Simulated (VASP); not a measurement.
Consider the following.

```xyz
2
Lattice="0.0000 2.7632 2.7632 2.7632 0.0000 2.7632 2.7632 2.7632 0.0000" Properties=species:S:1:pos:R:3 pbc="T T T"
Ag     0.0000     0.0000     0.0000
Br     2.7632     2.7632     2.7632
```

These are PBE GGA, VASP's PBE PAW potentials (set 64) (plane waves; VASP) values and carry that method's errors. Settings: 480 eV cut-off, 8×8×8 Γ-centred mesh, Gaussian smearing of 0.050 eV, potentials Ag Br.

Problem. What does the run give for the energy per atom (σ→0), pressure, band gap (on the k-mesh) with the smallest direct gap where there is one?

Solution. 
```json
{
  "band gap (on the k-mesh)": "0.68 eV",
  "smallest direct gap (on the k-mesh)": "3.05 eV",
  "energy per atom (σ→0)": "-2.401 eV/atom",
  "pressure": "9.99 GPa"
}
```

Total energies compare only between runs with the same potentials, cut-off and functional.

The compound is AgBr in the rock salt structure. It was relaxed first under an external pressure of 10 GPa.
